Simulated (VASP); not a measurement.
Set up this calculation in VASP 6.6.1, as the native input.

```yaml
Task: relaxation of cell and atoms
Functional: PBE
Potentials_or_basis: VASP PAW PBE potentials, release 64 (Ag, B)
Cutoff: 600 eV
k_mesh: 10 × 10 × 8
Occupations: gaussian, width 0.05 eV
Spin: no spin polarisation
Dipole_correction: no
Further_INCAR_settings: ALGO = Normal; EDIFF = 1e-06; IBRION = 2; EDIFFG = -0.01; NSW = 80; ISIF = 3
```

The structure of AgB2 lies in POSCAR:

```
AgB2
1.0
    3.0197217310      0.0000000000      0.0000000000
   -1.5098608655      2.6151557315      0.0000000000
    0.0000000000      0.0000000000      3.2612976861
Ag B
1 2
Direct
    0.0000000000      0.0000000000      0.0000000000
    0.3333333333      0.6666666667      0.5000000000
    0.6666666667      0.3333333333      0.5000000000
```

These files were run (other wordings do the same):

INCAR

```
SYSTEM = AgB2
PREC = Accurate ; ENCUT = 600
EDIFF = 1E-6 ; ISMEAR = 0
SIGMA = 0.05 ; LREAL = .FALSE.
LASPH = .TRUE. ; NELM = 100
ALGO = Normal ; ISIF = 3
LWAVE = .FALSE. ; LCHARG = .FALSE.
GGA = PE ; IBRION = 2
NSW = 80 ; EDIFFG = -0.01
```

KPOINTS

```
Automatic mesh
0
G
  10 10 8
  0 0 0
```

Potentials or basis: VASP PAW PBE potentials, release 64 (Ag, B).

Run with:

```sh
$ cat potpaw_PBE.64/Ag/POTCAR potpaw_PBE.64/B/POTCAR > POTCAR
$ mpirun -np 1 vasp_std > vasp.out
```

It gave:

```
Relaxed volume                         : 10.73 Å³/atom
Relaxed cell                           : a = 3.017 Å, b = 3.017 Å, c = 4.084 Å, α = 90.00°, β = 90.00°, γ = 120.00°
Space group after relaxing (to 0.05 Å) : P6/mmm (No. 191)
Energy gained by relaxing              : 384.3 meV/atom
Ionic steps                            : 11
Pressure after relaxing                : -0.1 GPa
Band gap on the k mesh                 : none (metal or under the smearing width)
```

Caveat: the volume moved by over 15 % at a fixed basis, so the end points are rough; the volume moved by +25 % from the deposited cell, more than functionals usually miss.

It took 78 s on 1 thread of Intel(R) Xeon(R) Platinum 8375C CPU @ 2.90GHz (Ice Lake), on a shared host, peak memory 0.17 GiB.
